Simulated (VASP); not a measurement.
Output of a VASP run:

**OSZICAR**
```
       N       E                     dE             d eps       ncg     rms          rms(c)
DAV:   1     0.401218242263E+03    0.40122E+03   -0.19044E+04   128   0.103E+03
DAV:   2     0.975072786850E+01   -0.39147E+03   -0.38069E+03   136   0.382E+02
DAV:   3    -0.223187071873E+02   -0.32069E+02   -0.30215E+02   160   0.941E+01
DAV:   4    -0.234524095783E+02   -0.11337E+01   -0.11183E+01   128   0.156E+01
DAV:   5    -0.234826582277E+02   -0.30249E-01   -0.30201E-01   128   0.249E+00    0.261E+01
DAV:   6    -0.253746671740E+02   -0.18920E+01   -0.77446E+01   124   0.482E+01    0.276E+01
DAV:   7    -0.204171083094E+02    0.49576E+01   -0.57033E+01   144   0.444E+01    0.134E+01
DAV:   8    -0.192511659604E+02    0.11659E+01   -0.38843E+00   124   0.109E+01    0.733E+00
DAV:   9    -0.195549649108E+02   -0.30380E+00   -0.16658E+00   136   0.639E+00    0.754E+00
DAV:  10    -0.194216935633E+02    0.13327E+00   -0.23638E-01   136   0.290E+00    0.447E+00
DAV:  11    -0.193491897635E+02    0.72504E-01   -0.30758E-01   144   0.359E+00    0.123E+00
DAV:  12    -0.193677243254E+02   -0.18535E-01   -0.41023E-02   124   0.118E+00    0.149E+00
DAV:  13    -0.193732211783E+02   -0.54969E-02   -0.31211E-02   132   0.981E-01    0.101E+00
DAV:  14    -0.193779489487E+02   -0.47278E-02   -0.97950E-03   124   0.545E-01    0.751E-01
DAV:  15    -0.193802661128E+02   -0.23172E-02   -0.14821E-02   136   0.706E-01    0.274E-01
DAV:  16    -0.193806950079E+02   -0.42890E-03   -0.24258E-03   128   0.268E-01    0.150E-01
DAV:  17    -0.193808431491E+02   -0.14814E-03   -0.23993E-04   132   0.900E-02    0.649E-02
DAV:  18    -0.193808349539E+02    0.81952E-05   -0.31010E-04   120   0.975E-02    0.419E-02
DAV:  19    -0.193808644510E+02   -0.29497E-04   -0.92337E-05   124   0.550E-02    0.238E-02
DAV:  20    -0.193808647405E+02   -0.28948E-06   -0.15744E-05   116   0.214E-02    0.164E-02
DAV:  21    -0.193808646872E+02    0.53295E-07   -0.16306E-06    80   0.622E-03
   1 F= -.19380865E+02 E0= -.19366694E+02  d E =-.283410E-01  mag=     5.8617
```

### OUTCAR
```
------------------------ aborting loop because EDIFF is reached ----------------------------------------
  FORCE on cell =-STRESS in cart. coord.  units (eV):
  Direction    XX          YY          ZZ          XY          YZ          ZX
  --------------------------------------------------------------------------------------
  Total       27.6713830     27.6713831     -6.4348549      0.0000000      0.0000000      0.0000000
  in kB      551.1138926    551.1138931   -128.1590417      0.0000000      0.0000000      0.0000000
  external PRESSURE =     324.6895813 kB  Pullay stress =       0.0000000 kB
  volume of cell :       80.45
      direct lattice vectors                 reciprocal lattice vectors
     1.710272000  0.987426000  7.939243000     0.292351158  0.168789020  0.041985531
    -1.710272000  0.987426000  7.939243000    -0.292351158  0.168789020  0.041985531
     0.000000000 -1.974852000  7.939243000     0.000000000 -0.337578040  0.041985531
 POSITION                                       TOTAL-FORCE (eV/Angst)
 -----------------------------------------------------------------------------------
      0.00000      0.00000      9.50327         0.000000     -0.000000      2.906542
      0.00000      0.00000     14.31446         0.000000      0.000000     -2.906542
      0.00000      0.00000      0.00000         0.000000      0.000000      0.000000
      0.00000      0.00000      4.95409         0.000000      0.000000      6.804694
      0.00000      0.00000     18.86364         0.000000     -0.000000     -6.804694
 -----------------------------------------------------------------------------------
    total drift:                               -0.000000      0.000000     -0.000000
  FREE ENERGIE OF THE ION-ELECTRON SYSTEM (eV)
  ---------------------------------------------------
  free  energy   TOTEN  =       -19.3808646872 eV

  energy  without entropy=      -19.3525237098  energy(sigma->0) =      -19.36669420

 total charge

# of ion       s       p       d       tot
------------------------------------------
    1        2.214   6.049   3.245  11.507
    2        2.214   6.049   3.245  11.507
    3        1.202   2.721   0.000   3.923
    4        1.266   2.585   0.000   3.851
    5        1.266   2.585   0.000   3.851
--------------------------------------------------
tot          8.161  19.989   6.489  34.639

 magnetization (x)

# of ion       s       p       d       tot
------------------------------------------
    1        0.013   0.017   2.236   2.266
    2        0.013   0.017   2.236   2.266
    3       -0.001   0.120   0.000   0.119
    4        0.010   0.087   0.000   0.097
    5        0.010   0.087   0.000   0.097
--------------------------------------------------
tot          0.046   0.327   4.472   4.845
```
(Selected blocks of OUTCAR.)

### POSCAR
```
V2S3
1
    1.7102720000     0.9874260000     7.9392430000
   -1.7102720000     0.9874260000     7.9392430000
    0.0000000000    -1.9748520000     7.9392430000
V S
2 3
Direct
  0.3990000000   0.3990000000   0.3990000000
  0.6010000000   0.6010000000   0.6010000000
  0.0000000000   0.0000000000   0.0000000000
  0.2080000000   0.2080000000   0.2080000000
  0.7920000000   0.7920000000   0.7920000000
```

Problem. Write an INCAR and KPOINTS that could have produced this output.

Solution. One answer among several that fit: the input of the run itself, PBE GGA, plane waves, VASP's PBE PAW potentials (set 64).

**INCAR**
```
# general
SYSTEM   =  V2S3
PREC     =  Accurate
ENCUT    =  300
LREAL    =  .FALSE.
LASPH    =  .TRUE.

# electronic loop
EDIFF    =  1E-6
NELM     =  100
ALGO     =  Normal
LMAXMIX  =  4

# smearing
ISMEAR   =  -1
SIGMA    =  0.05

# functional
GGA      =  PE

# spin
ISPIN    =  2
MAGMOM   =  2*2.0 3*0.0

# ions
ISIF     =  2

# output
LWAVE    =  .FALSE.
LCHARG   =  .FALSE.
LORBIT   =  11
```

KPOINTS:
```
Automatic
0
G
1 1 1
```

POTCAR, in this order: V_sv S (PBE.64 set). Program: vasp_std.

At this cut-off the stress carries a Pulay error, which pulls relaxed volumes low. The moments were started parallel, and other spin orders were not tried in this run.

The structure was generated: V2S3 was put into an ordered model structure, which need not be its known phase. The cell was not relaxed at this level. The k-mesh is coarse (spacing up to 2.14 per Å, 2π included), so the numbers may not be converged in it. The run is one of a series of settings (KPOINTS 1×1×1 Γ-centred mesh against the base run), some of them coarse on purpose.
